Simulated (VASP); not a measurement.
Data:

```
NiSi2
1.0
    0.00000     2.72557     2.72557
    2.72557     0.00000     2.72557
    2.72557     2.72557     0.00000
Si Ni
2 1
Direct
  0.25000   0.25000   0.25000
  0.75000   0.75000   0.75000
  0.00000   0.00000   0.00000
```

Method: PBE GGA, VASP's PBE PAW potentials (set 64) (plane waves; VASP). Numerical set-up: 480 eV cut-off, 10×10×10 Γ-centred mesh, first-order Methfessel-Paxton smearing of 0.10 eV, potentials Si Ni.

Each relaxation starts from this cell; other phases were not tried.

### Question
The cell is relaxed at 10 GPa. What happens?

### Answer
The volume per atom goes from 13.50 to 12.68 Å³ (-6.1 %), and the cell becomes a = b = c = 5.3380 Å, α = β = γ = 90.00°, space group Fm-3m.

### Question
The cell is relaxed at 20 GPa. What happens?

### Answer
The volume per atom goes from 13.50 to 12.08 Å³ (-10.5 %), and the cell becomes a = b = c = 5.253 Å, α = β = γ = 90.00°, space group Fm-3m.

Failed runs are left out, and for metals the shear rows, which the mesh's noise covers.

The compound is NiSi2 in the fluorite structure. The run is not spin-polarised, so no magnetic state was tried.
